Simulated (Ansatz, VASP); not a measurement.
# Ti9Al44O83 (glassy 29TiO2-71Al2O3 (mol %)) in two plane-wave programs

Aim: how closely do two programs agree when they are given the same cell, functional and k mesh? Of the first pair: The structure shown is the start of the Ansatz relaxation below; VASP solves that cell, so the two are compared at the walk's first step.

Calculated with Ansatz 0.2.0; plane waves, with VASP 6.6.1 beside it; single point at PBE.

## Step 1: Starting point

The cell holds 136 atoms: 9 Ti, 44 Al and 83 O. Its edges and angles: a = 11.331 Å, b = 11.331 Å, c = 11.331 Å, α = 90.0°, β = 90.0°, γ = 90.0°. It derives from Ti9Al44O84 (glassy 29TiO2-71Al2O3 (mol %)). As first built, before any earlier steps moved the atoms (in the runner's words): 137 atoms (9 Ti, 44 Al, 84 O) placed at random at 3.12 g/cm^3, melted at 4000 K for 10 ps at fixed volume with the Morse and Coulomb pair potential with partial charges (Pedone, Malavasi, Menziani, Cormack and Segre, J. Phys. Chem. B 110, 11780 (2006)). Quenched from 4000 K to 300 K at 100 K/ps and fixed volume, held 10 ps at zero pressure. Nearest the centre at fractional (0.630, 0.368, 0.218): Al46 at 1.78 Å, Al22 at 1.82 Å, Al26 at 1.85 Å, O136 at 2.60 Å, O59 at 2.64 Å, O83 at 2.70 Å, O68 at 2.72 Å, O112 at 2.73 Å.

## Step 2: Ansatz: relaxation, PBE

Ansatz runs on its default PAW (the set named soft_2) files.

The two programs are compared at the cell with which this relaxation starts, whose forces are those of its first step.

Input file input.yaml:

```yaml
crystal:
  lattice:
    - [11.33062, 0.0, 0.0]
    - [0.0, 11.33062, 0.0]
    - [0.0, 0.0, 11.33062]
  atoms:
    - { symbol: Ti, position: [0.16465, 0.93508, 0.44323] }
    - { symbol: Ti, position: [0.80283, 0.65548, 0.03541] }
    - { symbol: Ti, position: [0.3742, 0.64698, 0.19906] }
[... 3 atom lines left out ...]
    - { symbol: Ti, position: [0.56059, 0.26796, 0.88292] }
    - { symbol: Ti, position: [0.88971, 0.60478, 0.32102] }
[... 1 atom line left out ...]
    - { symbol: Al, position: [0.56595, 0.56155, 0.41113] }
    - { symbol: Al, position: [0.294, 0.32233, 0.42711] }
[... 1 atom line left out ...]
    - { symbol: Al, position: [0.49309, 0.10859, 0.51238] }
[... 4 atom lines left out ...]
    - { symbol: Al, position: [0.68755, 0.74257, 0.30351] }
[... 1 atom line left out ...]
    - { symbol: Al, position: [0.94696, 0.31709, 0.22892] }
    - { symbol: Al, position: [0.79064, 0.17559, 0.42352] }
    - { symbol: Al, position: [0.54699, 0.28893, 0.33034], spin: 0.6 }
[... 2 atom lines left out ...]
    - { symbol: Al, position: [0.37568, 0.09482, 0.29358] }
    - { symbol: Al, position: [0.72079, 0.25002, 0.1514], spin: 0.6 }
[... 3 atom lines left out ...]
    - { symbol: Al, position: [0.51279, 0.10855, 0.07974] }
    - { symbol: Al, position: [0.82729, 0.38922, 0.92245] }
[... 2 atom lines left out ...]
    - { symbol: Al, position: [0.35291, 0.34915, 0.16231] }
[... 2 atom lines left out ...]
    - { symbol: Al, position: [0.51198, 0.65922, 0.93872] }
[... 6 atom lines left out ...]
    - { symbol: Al, position: [0.63289, 0.01593, 0.3152] }
[... 1 atom line left out ...]
    - { symbol: Al, position: [0.58672, 0.50533, 0.1546], spin: 0.6 }
[... 3 atom lines left out ...]
    - { symbol: Al, position: [0.49875, 0.37127, 0.57612] }
[... 7 atom lines left out ...]
    - { symbol: O, position: [0.35346, 0.41991, 0.5361] }
    - { symbol: O, position: [0.55985, 0.40967, 0.43607] }
    - { symbol: O, position: [0.77382, 0.63878, 0.19723] }
[... 2 atom lines left out ...]
    - { symbol: O, position: [0.48421, 0.00951, 0.37546] }
[... 2 atom lines left out ...]
    - { symbol: O, position: [0.75488, 0.27018, 0.57033] }
[... 1 atom line left out ...]
    - { symbol: O, position: [0.44329, 0.21753, 0.19679] }
    - { symbol: O, position: [0.84372, 0.54381, 0.91807] }
[... 1 atom line left out ...]
    - { symbol: O, position: [0.63059, 0.17352, 0.39495] }
[... 1 atom line left out ...]
    - { symbol: O, position: [0.45236, 0.64104, 0.47908] }
[... 5 atom lines left out ...]
    - { symbol: O, position: [0.82854, 0.32423, 0.06264] }
[... 3 atom lines left out ...]
    - { symbol: O, position: [0.81855, 0.23776, 0.28051] }
[... 1 atom line left out ...]
    - { symbol: O, position: [0.27133, 0.36916, 0.28732] }
[... 2 atom lines left out ...]
    - { symbol: O, position: [0.55945, 0.6177, 0.26496] }
[... 3 atom lines left out ...]
    - { symbol: O, position: [0.65206, 0.0971, 0.17785] }
[... 3 atom lines left out ...]
    - { symbol: O, position: [0.42381, 0.34541, 0.84948] }
[... 11 atom lines left out ...]
    - { symbol: O, position: [0.4158, 0.15367, 0.95784] }
    - { symbol: O, position: [0.67949, 0.38426, 0.8489] }
[... 2 atom lines left out ...]
    - { symbol: O, position: [0.43037, 0.48481, 0.14879] }
[... 6 atom lines left out ...]
    - { symbol: O, position: [0.9055, 0.45697, 0.29173] }
[... 3 atom lines left out ...]
    - { symbol: O, position: [0.26345, 0.34191, 0.03333] }
    - { symbol: O, position: [0.62643, 0.57298, 0.02293] }
[... 4 atom lines left out ...]
    - { symbol: O, position: [0.71418, 0.60577, 0.42196] }
[... 3 atom lines left out ...]
    - { symbol: O, position: [0.77484, 0.00799, 0.38437] }
    - { symbol: O, position: [0.41631, 0.22228, 0.40973] }
[... 1 atom line left out ...]
    - { symbol: O, position: [0.60778, 0.23995, 0.02881] }
magnetization:
  spin_polarized: true
kpoints:
  mp_grid: { grid: [1, 1, 1] }
hamiltonian:
  xc: pbe
scf:
  occupations: { method: fermi_dirac, width: 0.025 }
  lower_state_search: "off"
output:
  forces: true
  eigenvalues: true
relax:
  f_tol: 0.05
  max_steps: 90
```

Launch:

```sh
ansatz run input.yaml --threads 4 --pin off --max-ram 8192MiB --backend cpu --events-out ev --progress --plain --runs-dir out
```

Numbers of over 12 decimals in the logs are rounded to 6 here.

The log of the run:

```text
Engine: ansatz 0.2.0, aarch64-unknown-linux-gnu
Pseudopotentials: kind: paw
Pseudopotential: Ti, paw, valence charge 12, recommended cutoff 420 eV (normal), Ti.paw.azcp
Pseudopotential: Al, paw, valence charge 3, recommended cutoff 420 eV (normal), Al.paw.azcp
Pseudopotential: O, paw, valence charge 6, recommended cutoff 420 eV (normal), O.paw.azcp
Functional definition: PBE
  parameter kappa = 0.804
  parameter beta = 0.066725
  exchange = pbe_x(kappa = kappa, mu = beta*pi^2/3)
  correlation = pbe_c(beta = beta)
Crystal: 136 atoms, lattice volume = 1454.658 Å³
Basis set: ecut = 420 eV, 28425 PW (Γ), exchange–correlation on 160×160×160 points (8 copies of the dense FFT grid, shifted against one another)
Bands: 506, of which v1, the nominal top of the filled ones, is band 369 counted from 1 (368 counted from 0)
Symmetry: 1 space group operations
Space group: P1 (ITA 1), of the structure as read, at distance tolerance 1.1e-4 Å
Magnetic group: BNS 1.1 (UNI 1), of the structure as read, at distance tolerance 1.1e-4 Å
k-points: 1
Non-local potential: Ti, projectors of the file, l = 0: 3, l = 1: 2, l = 2: 3, l = 3: 1
Non-local potential: Al, projectors of the file, l = 0: 2, l = 1: 2, l = 2: 1
Non-local potential: O, projectors of the file, l = 0: 2, l = 1: 2, l = 2: 1
PAW form: soft (Blöchl's): semilocal exchange-correlation on the pseudo side does not see the compensation charge
PAW one-centre angular grid: Ti, 590 points (default); XC on 64 Gauss nodes
PAW one-centre angular grid: Al, 110 points (default); XC on 64 Gauss nodes
PAW one-centre angular grid: O, 110 points (default); XC on 64 Gauss nodes
Initial density: superposition of atomic densities (chi_scale 0.1, normalization cell, long waves kept (reshape's long-wave potential 0.82 eV rms))
Starting moments: Σ|m| = 1.8 μB on 3 of 136 sites
Initial wavefunctions: pseudopotential atomic-orbital guess
Functional: x = pbe(κ = 0.804, μ = 0.219515), c = pbe(β = 0.066725)
SCF iter   1: F=—  HF=-93493.201124 eV  |F-HF|=—  |Δ(HF+E_count)|=         —  Δρ=6.19e-2 (↑6.19e-2 ↓6.17e-2)  dr2=4.15e2  dr2_m=7.24e-2  M=0.039 μB ∫|m|=0.344 μB  β_m=0.30  ethr=3.10e-3  ⟨swp⟩=6.0  Hψ=3958  notcnv=0  defer=196
preconditioner: auto → Kerker (q_TF=auto, 2.437 Å⁻¹)  [metal: Δε(μ)=0.052 eV  Ē_g=13.932 eV  σ=0.025 eV  W_gap=0.48  n_scr=364 (ndim 8)  ℏωp=25.1 eV  f_vac=0.004  D(μ)=32.95/eV (n_scr^D=202)]
spin=Collinear: Kerker preconditioning applied to the charge; magnetization (m = ρ↑ − ρ↓) channel mixes plain (no charge-response kernel on spin).
SCF iter   2: F=—  HF=-93449.410929 eV  |F-HF|=—  |Δ(HF+E_count)|=    4.38e1  Δρ=3.72e-2 (↑3.72e-2 ↓3.72e-2)  dr2=1.35e2  dr2_m=2.99e-2  M=0.154 μB ∫|m|=0.393 μB  β_m=0.30  ethr=3.10e-3  ⟨swp⟩=3.0  Hψ=1963  notcnv=0  defer=234
preconditioner: auto → Resta (q_TF=auto, 2.437 Å⁻¹)  ε∞=4.2  [insulator: Δε(μ)=0.109 eV  Ē_g=13.971 eV  σ=0.025 eV  W_gap=0.79  n_scr=364 (ndim 8)  ℏωp=25.1 eV  f_vac=0.004  D(μ)=9.47/eV (n_scr^D=26)  ε∞_Penn≈4.2]
spin=Collinear: Resta preconditioning applied to the charge; magnetization (m = ρ↑ − ρ↓) channel mixes plain (no charge-response kernel on spin).
SCF iter   3: F=—  HF=-93428.925861 eV  |F-HF|=—  |Δ(HF+E_count)|=    2.05e1  Δρ=2.13e-2 (↑2.12e-2 ↓2.13e-2)  dr2=4.10e1  dr2_m=1.74e-2  M=0.075 μB ∫|m|=0.273 μB  β_m=0.30  ethr=3.10e-3  ⟨swp⟩=3.0  Hψ=1978  notcnv=0  defer=226
SCF iter   4: F=—  HF=-93422.825559 eV  |F-HF|=—  |Δ(HF+E_count)|=    6.10e0  Δρ=1.44e-2 (↑1.43e-2 ↓1.44e-2)  dr2=1.48e1  dr2_m=1.13e-2  M=0.000 μB ∫|m|=0.177 μB  β_m=0.30  ethr=3.10e-3  ⟨swp⟩=2.0  Hψ=1852  notcnv=0  defer=258
SCF iter   5: F=—  HF=-93420.959095 eV  |F-HF|=—  |Δ(HF+E_count)|=    1.87e0  Δρ=8.75e-3 (↑8.65e-3 ↓8.75e-3)  dr2=4.80e0  dr2_m=5.80e-3  M=0.000 μB ∫|m|=0.134 μB  β_m=0.30  ethr=2.00e-3  ⟨swp⟩=5.0  Hψ=1452  notcnv=0  defer=258
SCF iter   6: F=—  HF=-93420.320819 eV  |F-HF|=—  |Δ(HF+E_count)|=   6.38e-1  Δρ=2.90e-3 (↑2.84e-3 ↓2.90e-3)  dr2=5.70e-1  dr2_m=3.03e-3  M=0.000 μB ∫|m|=0.100 μB  β_m=0.30  ethr=6.50e-4  ⟨swp⟩=3.0  Hψ=1898  notcnv=0  defer=252
SCF iter   7: F=—  HF=-93420.306219 eV  |F-HF|=—  |Δ(HF+E_count)|=   1.46e-2  Δρ=1.87e-3 (↑1.87e-3 ↓1.86e-3)  dr2=1.85e-1  dr2_m=1.65e-3  M=0.000 μB ∫|m|=0.077 μB  β_m=0.30  ethr=7.72e-5  ⟨swp⟩=6.0  Hψ=1542  notcnv=0  defer=252
Mixer restart at iter 7: flushing history
spin-set hold released at iteration 7 (site moments contracting): the magnetisation degrees of freedom join the quasi-Newton model from the next iteration; the mixer history was flushed
SCF iter   8: F=—  HF=-93420.307860 eV  |F-HF|=—  |Δ(HF+E_count)|=   1.64e-3  Δρ=1.33e-3 (↑1.33e-3 ↓1.33e-3)  dr2=1.10e-1  dr2_m=9.17e-4  M=0.000 μB ∫|m|=0.060 μB  β_m=0.65  ethr=2.50e-5  ⟨swp⟩=2.0  Hψ=783  notcnv=0  defer=252
[...]
- { symbol: Al, position: [0.511412, 0.108245, 0.080009] }
    - { symbol: Al, position: [0.825759, 0.389911, 0.923048] }
    - { symbol: Al, position: [0.757152, 0.760678, 0.786486] }
    - { symbol: Al, position: [0.358914, 0.475589, 0.774892] }
    - { symbol: Al, position: [0.351010, 0.346491, 0.161716] }
    - { symbol: Al, position: [0.849518, 0.368420, 0.646421] }
    - { symbol: Al, position: [0.146463, 0.672951, 0.381913] }
    - { symbol: Al, position: [0.512974, 0.657040, 0.940221] }
    - { symbol: Al, position: [0.649794, 0.512461, 0.758962] }
    - { symbol: Al, position: [0.353396, 0.921954, 0.628013] }
    - { symbol: Al, position: [0.037420, 0.533228, 0.569085] }
    - { symbol: Al, position: [0.791062, 0.632166, 0.555293] }
    - { symbol: Al, position: [0.534608, 0.858129, 0.749448] }
    - { symbol: Al, position: [0.279589, 0.269365, 0.880201] }
    - { symbol: Al, position: [0.633047, 0.016817, 0.314848] }
    - { symbol: Al, position: [0.741430, 0.034153, 0.837858] }
    - { symbol: Al, position: [0.590383, 0.492232, 0.156710] }
    - { symbol: Al, position: [0.069520, 0.332388, 0.797090] }
    - { symbol: Al, position: [0.724187, 0.897016, 0.529358] }
    - { symbol: Al, position: [0.459088, 0.806048, 0.441519] }
    - { symbol: Al, position: [0.500796, 0.370780, 0.574193] }
    - { symbol: Al, position: [0.676507, 0.158920, 0.654837] }
    - { symbol: Al, position: [0.039943, 0.254367, 0.505836] }
    - { symbol: Al, position: [0.307879, 0.708223, 0.808551] }
    - { symbol: O, position: [0.639517, 0.655436, 0.816576] }
    - { symbol: O, position: [0.449833, 0.773191, 0.845837] }
    - { symbol: O, position: [0.681141, 0.897535, 0.793789] }
    - { symbol: O, position: [0.924991, 0.147090, 0.502726] }
    - { symbol: O, position: [0.355952, 0.420106, 0.532951] }
    - { symbol: O, position: [0.565327, 0.408621, 0.434431] }
    - { symbol: O, position: [0.776436, 0.642274, 0.198762] }
    - { symbol: O, position: [0.042485, 0.654402, 0.267379] }
    - { symbol: O, position: [0.766679, 0.507379, 0.651500] }
    - { symbol: O, position: [0.484310, 0.0091441, 0.374940] }
    - { symbol: O, position: [0.391321, 0.998117, 0.157343] }
    - { symbol: O, position: [0.983382, 0.153204, 0.135712] }
    - { symbol: O, position: [0.754071, 0.270718, 0.571790] }
    - { symbol: O, position: [0.277991, 0.945087, 0.940811] }
    - { symbol: O, position: [0.440492, 0.214937, 0.195042] }
    - { symbol: O, position: [0.843994, 0.543962, 0.917992] }
    - { symbol: O, position: [0.067604, 0.469715, 0.917211] }
    - { symbol: O, position: [0.629135, 0.173171, 0.396607] }
    - { symbol: O, position: [0.931440, 0.615601, 0.491258] }
    - { symbol: O, position: [0.454301, 0.640554, 0.479023] }
    - { symbol: O, position: [0.564432, 0.962577, 0.023933] }
    - { symbol: O, position: [0.225444, 0.380982, 0.773644] }
    - { symbol: O, position: [0.451859, 0.986299, 0.751937] }
    - { symbol: O, position: [0.214578, 0.593427, 0.100539] }
[...]
- { symbol: O, position: [0.714703, 0.607583, 0.421995] }
    - { symbol: O, position: [0.064665, 0.213784, 0.676290] }
    - { symbol: O, position: [0.381016, 0.575931, 0.893612] }
    - { symbol: O, position: [0.820012, 0.099713, 0.722052] }
    - { symbol: O, position: [0.775323, 0.010471, 0.383007] }
    - { symbol: O, position: [0.417132, 0.223217, 0.408117] }
    - { symbol: O, position: [0.620730, 0.827504, 0.424776] }
    - { symbol: O, position: [0.602055, 0.248592, 0.033486] }
```

In the SCF lines HF is the Harris–Foulkes energy and dr2 the Hartree energy of the density residual, in eV; the loop may stop once dr2 is under the threshold and the program's other checks hold. Hψ counts applications of the Hamiltonian.

## Step 3: VASP: single point, PBE, start cell, pair 1

The same cell, functional, mesh and smearing now go to VASP, with its own data sets.

Lines of VASP's logs that name or quote its potential files are left out, and so is its time.

Input file INCAR:

```
SYSTEM = Ti9Al44O83
PREC = Accurate
ENCUT = 520
EDIFF = 1E-06
NELM = 200
ISMEAR = -1
SIGMA = 0.025
LREAL = Auto
ALGO = Normal
GGA = PE
NBANDS = 464
ISPIN = 2
MAGMOM = -0 -0 0 0 -0 0 -0 -0 0 0 -0 0 0 -0 0 -0 -0 0 -0 0 -0 0 0 0 0 0 -0 0 -0 -0 -0 -0 0 -0 -0 0 -0 0 0 0 0 0 -0 0 0 -0 -0 -0 0 0 -0 -0 0 -0 -0 -0 -0 0 0 -0 -0 0 -0 0 -0 0 0 0 -0 -0 0 -0 0 0 0 0 -0 -0 -0 0 0 -0 0 -0 -0 -0 0 -0 0 -0 -0 0 0 0 0 0 -0 -0 0 0 -0 -0 0 0 -0 -0 -0 0 -0 -0 0 -0 -0 0 0 0 0 -0 -0 -0 -0 0 0 -0 0 -0 0 0 0 0 -0 0 0 0 0 -0
LASPH = .TRUE.
LMAXMIX = 4
LORBIT = 11
LWAVE = .FALSE.
LCHARG = .FALSE.
ISIF = 2
GGA_COMPAT = .FALSE.
```

Input file POSCAR:

```
Ti9Al44O83
1.0
   11.3306200000      0.0000000000      0.0000000000
    0.0000000000     11.3306200000      0.0000000000
    0.0000000000      0.0000000000     11.3306200000
Ti Al O
9 44 83
Direct
    0.1646511841      0.9350768096      0.4432325857
    0.8028333842      0.6554804591      0.0354084772
    0.3741984110      0.6469813655      0.1990623638
[... 3 atom lines left out ...]
    0.5605871523      0.2679641538      0.8829172631
    0.8897130078      0.6047771437      0.3210239157
[... 1 atom line left out ...]
    0.5659531429      0.5615491474      0.4111337244
    0.2939997988      0.3223301108      0.4271081371
[... 1 atom line left out ...]
    0.4930886395      0.1085907038      0.5123814937
[... 4 atom lines left out ...]
    0.6875528435      0.7425718981      0.3035138413
[... 1 atom line left out ...]
    0.9469561242      0.3170876792      0.2289195119
    0.7906363465      0.1755861550      0.4235161006
    0.5469868374      0.2889338801      0.3303437941
[... 2 atom lines left out ...]
    0.3756811190      0.0948227017      0.2935761679
    0.7207902127      0.2500216228      0.1514038949
[... 3 atom lines left out ...]
    0.5127874732      0.1085465756      0.0797396789
    0.8272892392      0.3892196544      0.9224473153
[... 2 atom lines left out ...]
    0.3529109616      0.3491512380      0.1623123889
[... 2 atom lines left out ...]
    0.5119843398      0.6592225315      0.9387217999
[... 6 atom lines left out ...]
    0.6328868147      0.0159302845      0.3151989918
[... 1 atom line left out ...]
    0.5867198794      0.5053298054      0.1545987775
[... 3 atom lines left out ...]
    0.4987458762      0.3712682978      0.5761202829
[... 7 atom lines left out ...]
    0.3534581515      0.4199064129      0.5360959947
    0.5598457984      0.4096686677      0.4360661641
    0.7738234977      0.6387823438      0.1972266301
[... 2 atom lines left out ...]
    0.4842100432      0.0095140425      0.3754604779
[... 2 atom lines left out ...]
    0.7548836692      0.2701793900      0.5703306615
[... 1 atom line left out ...]
    0.4432943652      0.2175344332      0.1967941737
    0.8437225853      0.5438096062      0.9180697967
[... 1 atom line left out ...]
    0.6305921476      0.1735209547      0.3949474963
[... 1 atom line left out ...]
    0.4523582999      0.6410417082      0.4790823450
[... 5 atom lines left out ...]
    0.8285424805      0.3242276239      0.0626444096
[... 3 atom lines left out ...]
    0.8185518533      0.2377628056      0.2805142172
[... 1 atom line left out ...]
    0.2713267235      0.3691589692      0.2873187875
[... 2 atom lines left out ...]
    0.5594486445      0.6176978841      0.2649634354
[... 3 atom lines left out ...]
    0.6520561099      0.0970997174      0.1778543451
[... 3 atom lines left out ...]
    0.4238073468      0.3454091656      0.8494769042
[... 11 atom lines left out ...]
    0.4158024892      0.1536720850      0.9578381412
    0.6794862064      0.3842596433      0.8489032374
[... 2 atom lines left out ...]
    0.4303736247      0.4848101869      0.1487915048
[... 6 atom lines left out ...]
    0.9055020820      0.4569741109      0.2917316087
[... 3 atom lines left out ...]
    0.2634542505      0.3419142112      0.0333256256
    0.6264264444      0.5729783542      0.0229290189
[... 4 atom lines left out ...]
    0.7141798066      0.6057744413      0.4219627876
[... 3 atom lines left out ...]
    0.7748384466      0.0079872063      0.3843743767
    0.4163143764      0.2222826288      0.4097304472
[... 1 atom line left out ...]
    0.6077778621      0.2399515649      0.0288068967
```

Input file KPOINTS:

```
Automatic mesh
0
Gamma
1 1 1
0 0 0
```

Potentials, in the order of the species: Ti_sv, Al and O (PBE family, release 64).

Launch:

```sh
export OMP_NUM_THREADS=3
mpirun -np 1 vasp_gam
```

The log of the run:

```text
[banner, memory and clock lines left out]
running    1 mpi-ranks, on    1 nodes
[...]
Offloading initialized ...    1 GPUs detected
[...]
LDA part: xc-table for (Slater+PW92), standard interpolation
 POSCAR, INCAR and KPOINTS ok, starting setup
[...]
entering main loop
       N       E                     dE             d eps       ncg     rms          rms(c)
DAV:   1     0.911032563330E+04    0.91103E+04   -0.42178E+05  1856   0.169E+03
DAV:   2     0.127381544161E+03   -0.89829E+04   -0.84556E+04  2176   0.458E+02
DAV:   3    -0.113589037987E+04   -0.12633E+04   -0.12410E+04  2120   0.185E+02
DAV:   4    -0.121679575119E+04   -0.80905E+02   -0.80511E+02  2568   0.476E+01
[...]
DAV:  18    -0.103098288843E+04   -0.32699E-05   -0.49468E-05  2584   0.168E-02    0.161E-02
DAV:  19    -0.103098288886E+04   -0.42327E-06   -0.19914E-05  2128   0.104E-02    0.690E-03
DAV:  20    -0.103098288948E+04   -0.62540E-06   -0.61673E-06  2080   0.645E-03
   1 F= -.10309829E+04 E0= -.10309829E+04  d E =-.503035E-10  mag=     0.0000
```

OUTCAR, selected parts (step 3):

```text
  Total       42.8991582     40.4564323     66.7742556     -7.1120867     -9.4093391     -6.9613912
  in kB       47.2496210     44.5591748     73.5459248     -7.8333333    -10.3635531     -7.6673554
  external PRESSURE =      55.1182402 kB  Pullay stress =       0.0000000 kB

 POSITION                                       TOTAL-FORCE (eV/Angst)
[...]
15        0.347   0.439   0.000   0.786
   16        0.334   0.423   0.000   0.757
   17        0.366   0.482   0.000   0.848
   18        0.311   0.388   0.000   0.699
   19        0.349   0.438   0.000   0.787
   20        0.314   0.397   0.000   0.711
   21        0.318   0.390   0.000   0.709
   22        0.351   0.385   0.000   0.736
   23        0.347   0.441   0.000   0.788
   24        0.353   0.457   0.000   0.810
   25        0.327   0.403   0.000   0.731
   26        0.330   0.378   0.000   0.707
   27        0.336   0.420   0.000   0.756
   28        0.328   0.412   0.000   0.740
[...]
--------------------------------------------------
tot        164.044 373.720  16.593 554.357

 magnetization (x)
# of ion       s       p       d       tot
------------------------------------------
    1        0.000   0.000   0.000   0.000
    2        0.000   0.000   0.000   0.000
    3       -0.000   0.000  -0.000   0.000
    4        0.000   0.000   0.000   0.000
    5        0.000   0.000   0.000   0.000
    6        0.000   0.000   0.000   0.000
    7        0.000   0.000   0.000   0.000
    8        0.000   0.000   0.000   0.000
    9        0.000   0.000   0.000   0.000
   10       -0.000   0.000   0.000  -0.000
   11        0.000  -0.000   0.000  -0.000
   12        0.000   0.000   0.000   0.000
   13        0.000   0.000   0.000   0.000
[...]
--------------------------------------------------
tot          0.000  -0.000   0.000   0.000

[... 3 further parts left out ...]
[key lines of the parts left out:]
E-fermi :   6.1463
```

This run allows spin, but its moments start at zero, where symmetry between the spins tends to hold them, although Ti can carry a moment.

[end of part 1 of 2]

[Lines on the potential files, build, host, timing and source positions are cut from VASP's logs without a mark.]

[Logs are printed without paths, hosts, clocks, repeated set-up lines and the standing remarks that a program may print on its own settings, such as how far it seeks lower states.]

[Hosts, paths, dates, database ids (printed as entryN), source tags and the programs' standing remarks are cut or masked in the printed files.]
